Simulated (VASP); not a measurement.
Calculation: r2SCAN meta-GGA, VASP's PBE PAW potentials (set 64) (plane waves; VASP).

A VASP calculation is set up with these files.

POSCAR:
```
Mo
1
   -0.0000000000     2.8258261109     2.8258261109
    2.8258261109    -0.0000000000     2.8258261109
    2.8258261109     2.8258261109     0.0000000000
Mo
2
Direct
  0.7500000000   0.7500000000   0.7500000000
  0.5000000000   0.5000000000   0.5000000000
```

KPOINTS:
```
Automatic mesh
0
Gamma
13 13 13
0 0 0
```

KPOINTS_OPT:
```
k-points along high-symmetry lines
10
Line-mode
Reciprocal
  0.000000   0.000000   0.000000 ! GAMMA
  0.500000   0.000000   0.500000 ! X

  0.500000   0.000000   0.500000 ! X
  0.625000   0.250000   0.625000 ! U

  0.375000   0.375000   0.750000 ! K
  0.000000   0.000000   0.000000 ! GAMMA

  0.000000   0.000000   0.000000 ! GAMMA
  0.500000   0.500000   0.500000 ! L

  0.500000   0.500000   0.500000 ! L
  0.500000   0.250000   0.750000 ! W

  0.500000   0.250000   0.750000 ! W
  0.500000   0.000000   0.500000 ! X
```

### INCAR
```
ENCUT = 400
LASPH = T   # aspherical one-centre terms
NELM = 100   # most electronic steps
ISMEAR = -5
PREC = Accurate
ALGO = Normal   # blocked Davidson
LMIXTAU = T
METAGGA = R2SCAN
LREAL = F
NEDOS = 601
LORBIT = 11   # lm-projected
SYSTEM = Mo
ISIF = 2   # forces and stress, cell fixed
EDIFF = 1E-7   # SCF stop (eV)
LWAVE = F
LCHARG = F
LMAXMIX = 4   # l cut-off of mixed one-centre charges
```

POTCAR, in this order: Mo_sv (PBE.64 set). Program: vasp_std.

The run wrote:

OUTCAR:
```
 ion  position               nearest neighbor table
   1  0.750  0.750  0.750-   2 2.45   2 2.45   2 2.45   2 2.45
   2  0.500  0.500  0.500-   1 2.45   1 2.45   1 2.45   1 2.45
  LATTYP: Found a face centered cubic cell.
 ALAT       =     5.6516522218
 Subroutine PRICEL returns:
 Original cell was already a primitive cell.
 Subroutine GETGRP returns: Found 48 space group operations
The static configuration has the point symmetry T_d .
 The point group associated with its full space group is O_h .
The dynamic configuration has the point symmetry T_d .
 Subroutine INISYM returns: Found 48 space group operations
 Subroutine IBZKPT returns following result:
 Found     84 irreducible k-points:

 Following reciprocal coordinates:
            Coordinates               Weight
  0.000000  0.000000  0.000000      1.000000
  0.076923  0.000000  0.000000      8.000000
  0.153846  0.000000  0.000000      8.000000
  0.230769  0.000000  0.000000      8.000000
  0.307692  0.000000  0.000000      8.000000
  0.384615  0.000000  0.000000      8.000000
  0.461538  0.000000  0.000000      8.000000
  0.076923  0.076923  0.000000      6.000000
  0.153846  0.076923  0.000000     24.000000
  0.230769  0.076923  0.000000     24.000000
  0.307692  0.076923  0.000000     24.000000
  0.384615  0.076923  0.000000     24.000000
  0.461538  0.076923  0.000000     24.000000
 -0.461538  0.076923  0.000000     24.000000
 -0.384615  0.076923  0.000000     24.000000
 -0.307692  0.076923  0.000000     24.000000
 -0.230769  0.076923  0.000000     24.000000
 -0.153846  0.076923  0.000000     24.000000
 -0.076923  0.076923  0.000000     12.000000
  0.153846  0.153846  0.000000      6.000000
  0.230769  0.153846  0.000000     24.000000
  0.307692  0.153846  0.000000     24.000000
  0.384615  0.153846  0.000000     24.000000
...
```

### OSZICAR
```
       N       E                     dE             d eps       ncg     rms          rms(c)
DAV:   1     0.222545890962E+03    0.22255E+03   -0.16968E+04  3248   0.132E+03
DAV:   2    -0.523968601680E+02   -0.27494E+03   -0.27107E+03  3510   0.440E+02
DAV:   3    -0.593881372167E+02   -0.69913E+01   -0.67267E+01  3904   0.633E+01
DAV:   4    -0.595010822130E+02   -0.11294E+00   -0.11276E+00  3554   0.639E+00
DAV:   5    -0.595022882145E+02   -0.12060E-02   -0.12141E-02  3446   0.725E-01    0.180E+01
DAV:   6    -0.472895368856E+02    0.12213E+02   -0.53486E+00  3066   0.246E+01    0.279E+00
DAV:   7    -0.473327403575E+02   -0.43203E-01   -0.14090E+00  3074   0.848E+00    0.165E+00
DAV:   8    -0.471938749475E+02    0.13887E+00   -0.10829E+00  3048   0.698E+00    0.108E+00
DAV:   9    -0.474434483862E+02   -0.24957E+00   -0.11569E-01  3176   0.258E+00    0.232E-01
DAV:  10    -0.474667581419E+02   -0.23310E-01   -0.34527E-02  3180   0.100E+00    0.109E-01
DAV:  11    -0.474398541085E+02    0.26904E-01   -0.76940E-02  3054   0.157E+00    0.161E-01
DAV:  12    -0.474120896545E+02    0.27764E-01   -0.15634E-02  3236   0.698E-01    0.201E-01
DAV:  13    -0.474486292867E+02   -0.36540E-01   -0.13125E-02  3088   0.670E-01    0.916E-02
DAV:  14    -0.474738765679E+02   -0.25247E-01   -0.42905E-02  3136   0.862E-01    0.601E-02
DAV:  15    -0.474745687729E+02   -0.69220E-03   -0.16485E-03  3312   0.262E-01    0.433E-02
DAV:  16    -0.474745259046E+02    0.42868E-04   -0.32104E-04  3520   0.112E-01    0.124E-02
DAV:  17    -0.474745894661E+02   -0.63561E-04   -0.16716E-04  3314   0.919E-02    0.175E-02
DAV:  18    -0.474747152644E+02   -0.12580E-03   -0.37474E-05  3120   0.454E-02    0.995E-03
DAV:  19    -0.474749080202E+02   -0.19276E-03   -0.14137E-04  3110   0.602E-02    0.433E-03
DAV:  20    -0.474749195366E+02   -0.11516E-04   -0.36291E-06  2994   0.973E-03    0.552E-03
DAV:  21    -0.474749195270E+02    0.96320E-08   -0.22264E-07  2536   0.360E-03
   1 F= -.47474920E+02 E0= -.47474920E+02  d E =0.000000E+00
       N       E                     dE             ncg
```

### OUTCAR
```
------------------------ aborting loop because EDIFF is reached ----------------------------------------
  FORCE on cell =-STRESS in cart. coord.  units (eV):
  Direction    XX          YY          ZZ          XY          YZ          ZX
  --------------------------------------------------------------------------------------
  Total       -0.0695460     -0.0695460     -0.0695460      0.0000000      0.0000000      0.0000000
  in kB       -2.4689728     -2.4689728     -2.4689728      0.0000000      0.0000000      0.0000000
  external PRESSURE =      -2.4689728 kB  Pullay stress =       0.0000000 kB
  volume of cell :       45.13
      direct lattice vectors                 reciprocal lattice vectors
     0.000000000  2.825826111  2.825826111    -0.176939408  0.176939408  0.176939408
     2.825826111  0.000000000  2.825826111     0.176939408 -0.176939408  0.176939408
     2.825826111  2.825826111  0.000000000     0.176939408  0.176939408 -0.176939408
 POSITION                                       TOTAL-FORCE (eV/Angst)
 -----------------------------------------------------------------------------------
      4.23874      4.23874      4.23874        -0.000000     -0.000000     -0.000000
      2.82583      2.82583      2.82583         0.000000      0.000000      0.000000
 -----------------------------------------------------------------------------------
    total drift:                                0.000000      0.000000      0.000000
  FREE ENERGIE OF THE ION-ELECTRON SYSTEM (eV)
  ---------------------------------------------------
  free  energy   TOTEN  =       -47.4749195270 eV

  energy  without entropy=      -47.4749195270  energy(sigma->0) =      -47.47491953

 total charge

# of ion       s       p       d       tot
------------------------------------------
    1        2.445   6.057   4.279  12.780
    2        2.445   6.057   4.279  12.780
--------------------------------------------------
tot          4.889  12.113   8.558  25.560
```
(Selected blocks of OUTCAR.)

For a metal the tetrahedron method with Blöchl corrections gives inexact stress and forces.

The structure was generated: Mo was put into the diamond type (Fd-3m), which need not be its known phase. It was relaxed first.
